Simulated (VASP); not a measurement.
Input:

```yaml
crystal:
  lattice:
    - [-2.07821, 2.07821, 4.93673]
    - [2.07821, -2.07821, 4.93673]
    - [2.07821, 2.07821, -4.93673]
  atoms:
    - { symbol: La, position: [0.00000, 0.00000, 0.00000] }
    - { symbol: P, position: [0.38587, 0.38587, 0.00000] }
    - { symbol: P, position: [0.61413, 0.61413, 0.00000] }
    - { symbol: Pd, position: [0.75000, 0.25000, 0.50000] }
    - { symbol: Pd, position: [0.25000, 0.75000, 0.50000] }
```

Calculation: PBEsol GGA, VASP's PBE PAW potentials (set 64) (plane waves; VASP). Numerical set-up: 400 eV cut-off, 12×12×12 Γ-centred mesh, tetrahedra with Blöchl corrections, potentials La P Pd.

Problem. What does the run give for the energy per atom (σ→0), band gap (on the k-mesh) with the smallest direct gap where there is one?

Solution. 
```yaml
band gap (on the k-mesh): none (metal, semimetal or under 0.01 eV)
energy per atom (σ→0): -6.839 eV/atom
```

The absolute energy has meaning only against runs of the same code, potentials and settings.

The structure comes from a computed database's LaPd2P2 entry (I4/mmm); how it stands against other phases isn't given here. It was relaxed first. The electron count is odd and the run is not spin-polarised, which forces a metal.
